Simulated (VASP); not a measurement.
```
CELL_PARAMETERS angstrom
      4.12189     0.00000     0.00000
      0.00000     4.12189     0.00000
      0.00000     0.00000     5.90574
ATOMIC_POSITIONS crystal
  Zn 0.50000 0.50000 0.50000
  Cd 0.00000 0.00000 0.00000
  Se 0.00000 0.50000 0.72628
  Se 0.50000 0.00000 0.27372
```

Calculation: PBEsol GGA, VASP's PBE PAW potentials (set 64) (plane waves; VASP). Run with 400 eV cut-off, Gaussian smearing of 0.050 eV, potentials Zn Cd Se.

Give the energies of bands 8 to 21 at the high-symmetry points, in eV from the valence-band maximum.

| band | Γ | X | M | Z | R | A |
|---|---|---|---|---|---|---|
| 8 | -6.45 | -6.45 | -6.38 | -6.47 | -6.44 | -6.36 |
| 9 | -6.45 | -6.41 | -6.37 | -6.47 | -6.32 | -6.36 |
| 10 | -6.37 | -6.26 | -6.23 | -6.47 | -6.24 | -6.23 |
| 11 | -6.23 | -6.25 | -6.14 | -6.30 | -6.21 | -6.09 |
| 12 | -6.19 | -6.21 | -6.14 | -6.19 | -6.16 | -6.09 |
| 13 | -4.58 | -4.23 | -4.95 | -2.88 | -5.08 | -4.95 |
| 14 | -2.14 | -3.76 | -4.15 | -2.84 | -4.80 | -3.92 |
| 15 | -2.14 | -2.62 | -2.23 | -1.49 | -1.12 | -2.71 |
| 16 | -0.17 | -2.23 | -2.10 | -1.49 | -0.91 | -2.54 |
| 17 | 0.00 | -1.13 | -2.10 | -0.91 | -0.85 | -2.54 |
| 18 | 0.00 | -0.67 | -1.99 | -0.91 | -0.61 | -2.51 |
| 19 | 0.73 | 3.54 | 2.85 | 3.27 | 2.21 | 5.05 |
| 20 | 2.99 | 4.14 | 2.85 | 3.58 | 2.38 | 5.17 |
| 21 | 3.49 | 5.63 | 3.19 | 3.99 | 5.88 | 5.17 |

The gap is direct, 0.73 eV, from the valence maximum at Γ to the conduction minimum at Γ.

The structure comes from a computed database's ZnCdSe2 entry (P-4m2); how it stands against other phases isn't given here. It was relaxed first.
